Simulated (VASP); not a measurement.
Method: PBE GGA, VASP's PBE PAW potentials (set 64) (plane waves; VASP).

The input files of a VASP run:

**INCAR**
```
! general
SYSTEM=LiF
PREC  =Accurate
ENCUT =600
LREAL =.False.
LASPH =.True.

! electronic loop
EDIFF =1E-7
NELM  =100
ALGO  =Normal

! smearing
ISMEAR=0
SIGMA =0.05

! functional
GGA   =PE

! ions
IBRION=2
NSW   =30
ISIF  =2
EDIFFG=-0.01

! output
LWAVE =.False.
LCHARG=.False.
```

**KPOINTS**
```
Automatic mesh
0
Gamma
10 10 10
0 0 0
```

POSCAR:
```
LiF
1
    0.0000000000     2.0682979764     2.0682979764
    2.0682979764     0.0000000000     2.0682979764
    2.0682979764     2.0682979764     0.0000000000
Li F
1 1
Direct
  0.0000000000   0.0000000000   0.0000000000
  0.5000000000   0.5000000000   0.5000000000
```

POTCAR, in this order: Li_sv F (PBE.64 set). Program: vasp_std.

Output

### OUTCAR
```
 ion  position               nearest neighbor table
   1  0.000  0.000  0.000-   2 2.07   2 2.07   2 2.07   2 2.07   2 2.07   2 2.07
   2  0.500  0.500  0.500-   1 2.07   1 2.07   1 2.07   1 2.07   1 2.07   1 2.07
  LATTYP: Found a face centered cubic cell.
 ALAT       =     4.1365959528
 Subroutine PRICEL returns:
 Original cell was already a primitive cell.
 Subroutine GETGRP returns: Found 48 space group operations
The static configuration has the point symmetry O_h .
The dynamic configuration has the point symmetry O_h .
 Subroutine INISYM returns: Found 48 space group operations
 Subroutine IBZKPT returns following result:
 Found     47 irreducible k-points:

 Following reciprocal coordinates:
            Coordinates               Weight
  0.000000  0.000000  0.000000      1.000000
  0.100000  0.000000  0.000000      8.000000
  0.200000  0.000000  0.000000      8.000000
  0.300000  0.000000  0.000000      8.000000
  0.400000  0.000000  0.000000      8.000000
  0.500000  0.000000  0.000000      4.000000
  0.100000  0.100000  0.000000      6.000000
  0.200000  0.100000  0.000000     24.000000
  0.300000  0.100000  0.000000     24.000000
...
```

**OSZICAR**
```
       N       E                     dE             d eps       ncg     rms          rms(c)
DAV:   1     0.361457068429E+02    0.36146E+02   -0.60344E+03   862   0.124E+03
DAV:   2    -0.886277649708E+01   -0.45008E+02   -0.43928E+02   899   0.218E+02
DAV:   3    -0.101359963289E+02   -0.12732E+01   -0.12701E+01  1147   0.370E+01
DAV:   4    -0.101495663212E+02   -0.13570E-01   -0.13567E-01  1064   0.355E+00
DAV:   5    -0.101496670844E+02   -0.10076E-03   -0.10076E-03  1145   0.214E-01    0.456E+00
DAV:   6    -0.962385584971E+01    0.52581E+00   -0.29757E+00   871   0.132E+01    0.148E+00
DAV:   7    -0.962743386026E+01   -0.35780E-02   -0.18440E-02  1068   0.159E+00    0.880E-01
DAV:   8    -0.963445704561E+01   -0.70232E-02   -0.18475E-02  1194   0.182E+00    0.110E-01
DAV:   9    -0.963454600345E+01   -0.88958E-04   -0.86136E-04   939   0.332E-01    0.453E-02
DAV:  10    -0.963463119767E+01   -0.85194E-04   -0.19520E-04   981   0.132E-01    0.533E-03
DAV:  11    -0.963463450855E+01   -0.33109E-05   -0.20425E-06  1167   0.179E-02    0.204E-03
DAV:  12    -0.963463409553E+01    0.41303E-06   -0.52158E-07   925   0.862E-03    0.967E-04
DAV:  13    -0.963463418414E+01   -0.88618E-07   -0.60687E-08   797   0.252E-03
   1 F= -.96346342E+01 E0= -.96346342E+01  d E =-.963463E+01
```

OUTCAR:
```
------------------------ aborting loop because EDIFF is reached ----------------------------------------
  FORCE on cell =-STRESS in cart. coord.  units (eV):
  Direction    XX          YY          ZZ          XY          YZ          ZX
  --------------------------------------------------------------------------------------
  Total       -0.4141774     -0.4141774     -0.4141774     -0.0000000     -0.0000000      0.0000000
  in kB      -37.4996897    -37.4996897    -37.4996897     -0.0000000     -0.0000000      0.0000000
  external PRESSURE =     -37.4996897 kB  Pullay stress =       0.0000000 kB
  volume of cell :       17.70
      direct lattice vectors                 reciprocal lattice vectors
     0.000000000  2.068297976  2.068297976    -0.241744664  0.241744664  0.241744664
     2.068297976  0.000000000  2.068297976     0.241744664 -0.241744664  0.241744664
     2.068297976  2.068297976  0.000000000     0.241744664  0.241744664 -0.241744664
  FREE ENERGIE OF THE ION-ELECTRON SYSTEM (eV)
  ---------------------------------------------------
  free  energy   TOTEN  =        -9.6346341841 eV

  energy  without entropy=       -9.6346341841  energy(sigma->0) =       -9.63463418

 reached required accuracy - stopping structural energy minimisation
```
(Selected blocks of OUTCAR.)

The compound is LiF in the rock salt structure. This cell was strained or had an atom moved on purpose.
